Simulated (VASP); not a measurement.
Input:

```
CELL_PARAMETERS angstrom
      0.00000     2.27999     2.27999
      2.27999     0.00000     2.27999
      2.27999     2.27999     0.00000
ATOMIC_POSITIONS crystal
  Co 0.00000 0.00000 0.00000
  P  0.50000 0.50000 0.50000
```

Calculation: PBEsol GGA, VASP's PBE PAW potentials (set 64) (plane waves; VASP). Settings: 400 eV cut-off, 15×15×15 Γ-centred mesh, tetrahedra with Blöchl corrections, potentials Co P.

Q: Predict the energy per atom (σ→0), band gap (on the k-mesh) with the smallest direct gap where there is one.

A: 
| Quantity | Result |
|---|---|
| band gap (on the k-mesh) | none (metal, semimetal or under 0.01 eV) |
| energy per atom (σ→0) | -664.4 kJ/mol of atoms |

Total energies compare only between runs with the same potentials, cut-off and functional.

The structure was generated: CoP was put into the rock salt type (Fm-3m), which need not be its known phase. It was relaxed first, which changed the volume by -26 %. The run is not spin-polarised, so no magnetic state was tried.
